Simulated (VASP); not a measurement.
Consider the following.

```yaml
crystal:
  lattice:
    - [1.86371, -3.22805, 0.00000]
    - [1.86371, 3.22805, 0.00000]
    - [0.00000, 0.00000, 6.10203]
  atoms:
    - { symbol: Zr, position: [0.00000, 0.00000, 0.00000] }
    - { symbol: S, position: [0.33333, 0.66667, 0.23785] }
    - { symbol: S, position: [0.66667, 0.33333, 0.76215] }
```

Level of theory: r2SCAN meta-GGA, VASP's PBE PAW potentials (set 64) (plane waves; VASP). Numerical set-up: 480 eV cut-off, 6×6×4 Γ-centred mesh, Gaussian smearing of 0.050 eV, potentials Zr_sv S.

Question: Predict the energy per atom (σ→0), pressure, largest force.

Answer: 
```
Quantity                        Result
---------------------  ---------------
energy per atom (σ→0)  -14.713 eV/atom
pressure                     -2.60 GPa
largest force               0.356 eV/Å
```

The compound is ZrS2 in the 1T layered structure. This cell was strained or had an atom moved on purpose.
